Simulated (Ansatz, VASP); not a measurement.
## One calculation of CsB, two programs

Contents of INCAR:

```
SYSTEM = CsB
ALGO = Normal
EDIFF = 1E-6
EDIFFG = -0.01
ENCUT = 600
GGA = PE
IBRION = 2
ISIF = 3
ISMEAR = 0
LASPH = .TRUE.
LCHARG = .FALSE.
LREAL = .FALSE.
LWAVE = .FALSE.
NELM = 100
NSW = 100
PREC = Accurate
SIGMA = 0.1
```

File KPOINTS:

```
k-points
0
G
  16 16 12
  0 0 0
```

The input POSCAR:

```
CsB
1.0
    3.6072615200      0.0000000000      0.0000000000
    0.0000000000      3.6072615200      0.0000000000
    0.0000000000      0.0000000000      4.3659608500
Cs B
1 1
Direct
    0.0000000000      0.0000000000      0.0000000000
    0.5000000000      0.5000000000      0.5000000000
```

Input for Ansatz:

```yaml
crystal:
  lattice:
    - [3.60726152, 0.0, 0.0]
    - [0.0, 3.60726152, 0.0]
    - [0.0, 0.0, 4.36596085]
  atoms:
    - { symbol: Cs, position: [0.0, 0.0, 0.0] }
    - { symbol: B, position: [0.5, 0.5, 0.5] }
basis:
  ecutwfc: 420
kpoints:
  mp_grid: { grid: [16, 16, 12] }
hamiltonian:
  xc: pbe
scf:
  occupations: { method: gaussian, width: 0.1 }
output:
  forces: true
  stress: true
  eigenvalues: true
  write_density: true
  write_potential: true
  elf: true
  volumetric_format: npy
relax:
  adjacent_minimum: "off"
  f_tol: 0.01
  max_steps: 80
  cell: { stress_tol: 0.05 }
```

Change from the starting cell: species swapped into the TlSn type (P4/mmm, No. 123).

Alike in both runs: task relaxation of cell and atoms; functional PBE; k mesh 16 × 16 × 12; occupations gaussian, width 0.1 eV; no spin polarisation.

|  | VASP | Ansatz |
| --- | --- | --- |
| version | VASP 6.6.1 | Ansatz 0.2.0 |
| potentials or method | VASP PAW PBE potentials, release 64 (Cs_sv, B) | scalar-relativistic, plane waves, PAW |
| plane-wave cutoff (eV) | 600 | 420 |
| valence electrons in the cell | 12 | 12 |

Ansatz gave:

| Property | Result |
| --- | --- |
| gap on the k mesh at the Fermi level, each at its own relaxed structure (eV) | none |
| relaxed volume (Å³/atom) | 32.18 |
| relaxed cell length with the largest relative difference (Å) | 4.010 |
| energy change over the relaxation (meV/atom) | -49 |

Q: Which values does VASP return?

A: gap on the k mesh at the Fermi level, each at its own relaxed structure (eV): none; relaxed volume (Å³/atom): 32.37; relaxed cell length with the largest relative difference (Å): 4.020; energy change over the relaxation (meV/atom): -52.

A gap of «none» marks a metal or a gap that the smearing closes.

Spin-orbit coupling is left out, which matters for the levels of Cs.
